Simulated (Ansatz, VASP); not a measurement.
Al2Si in VASP and in Ansatz

```xyz
3
Lattice="2.8478 0.0000 0.0000 0.0000 2.8478 0.0000 0.0000 0.0000 6.3931" Properties=species:S:1:pos:R:3 pbc="T T T"
Al    1.4239    1.4239    1.8614
Al    1.4239    1.4239    4.5318
Si    0.0000    0.0000    0.0000
```

Change from the starting cell: species swapped into the Ga2Cu type (P4/mmm, No. 123).

Alike in both runs: functional PBE; k mesh 16 × 16 × 8; occupations gaussian, width 0.1 eV; no spin polarisation.

Ansatz relaxed the structure, and its values are those at the end. VASP's run is a single point on that final structure, the one shown.

```csv
,VASP,Ansatz
version,VASP 6.6.1,Ansatz 0.2.0
potentials or method,"VASP PAW PBE potentials, release 64 (Al, Si)","scalar-relativistic, plane waves, PAW"
plane-wave cutoff (eV),520,420
valence electrons in the cell,10,10
```

```csv
,VASP,Ansatz,Ansatz less VASP
gap on the k mesh at the Fermi level (eV),none,none,-
pressure (GPa),0.0,0.0,+0.04
```

A gap of «none» marks a metal or a gap that the smearing closes. The functional is the same, so the differences come from potentials, cutoffs and numerics.
